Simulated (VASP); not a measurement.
VASP input:

POSCAR:
```
CaB6
1
    4.1384400000     0.0000000000     0.0000000000
    0.0000000000     4.1384400000     0.0000000000
    0.0000000000     0.0000000000     4.1384400000
Ca B
1 6
Direct
  0.0065670000  -0.0031860000  -0.0040620000
  0.2020580000   0.4902510000   0.4991500000
  0.8008160000   0.5040330000   0.4983740000
  0.5020410000   0.2047790000   0.4958730000
  0.4971890000   0.7974190000   0.5083870000
  0.4952660000   0.4987110000   0.1985900000
  0.4960630000   0.5079920000   0.8036880000
```

**INCAR**
```
LASPH=T   ! aspherical one-centre terms
NELM=100   ! most electronic steps
EDIFF=1E-6
LREAL=F   ! projection in real space or not
ISMEAR=-1
ENCUT=400   ! plane-wave cut-off (eV)
ISIF=2   ! forces and stress, cell fixed
LCHARG=F
SYSTEM=CaB6
LWAVE=F
ALGO=Normal   ! blocked Davidson
PREC=Accurate
SIGMA=0.1   ! width (eV)
```

KPOINTS:
```
Automatic mesh
0
Gamma
6 6 6
0 0 0
```

POTCAR, in this order: Ca_sv B (LDA.64 set). Program: vasp_std.

Q: Write an equivalent input for Quantum ESPRESSO's pw.x.

A: One equivalent input (not run):
```
&CONTROL
  calculation = 'scf'
  pseudo_dir = './pseudo'
  outdir = './out'
  tprnfor = .true.
  tstress = .true.
/
&SYSTEM
  ibrav = 0
  nat = 7
  ntyp = 2
  ecutwfc = 76
  occupations = 'smearing'
  smearing = 'fermi-dirac'
  degauss = 0.00735
  input_dft = 'pz'
/
&ELECTRONS
  conv_thr = 7.3e-08
  electron_maxstep = 100
/
ATOMIC_SPECIES
  Ca 40.078 Ca.upf
  B 10.810 B.upf
CELL_PARAMETERS angstrom
     4.1384400    0.0000000    0.0000000
     0.0000000    4.1384400    0.0000000
     0.0000000    0.0000000    4.1384400
ATOMIC_POSITIONS crystal
  Ca   0.0065670 -0.0031860 -0.0040620
  B    0.2020580  0.4902510  0.4991500
  B    0.8008160  0.5040330  0.4983740
  B    0.5020410  0.2047790  0.4958730
  B    0.4971890  0.7974190  0.5083870
  B    0.4952660  0.4987110  0.1985900
  B    0.4960630  0.5079920  0.8036880
K_POINTS automatic
  6 6 6 0 0 0
```
The two are equivalent in intent, not identical: the potentials are each code's own (VASP's PAW set, PseudoDojo norm-conserving files in pw.x), so ENCUT and ecutwfc are chosen apart and not converted; conv_thr bounds pw.x's estimated SCF error, while EDIFF bounds the energy change between steps.

The structure comes from a computed database's CaB6 entry; how it stands against other phases isn't given here. The cell was not relaxed at this level, atoms are displaced from their ideal sites. The run is one of a series of settings (GGA removed, POTCAR Ca_sv B (LDA.64 set) against the base run), some of them coarse on purpose.
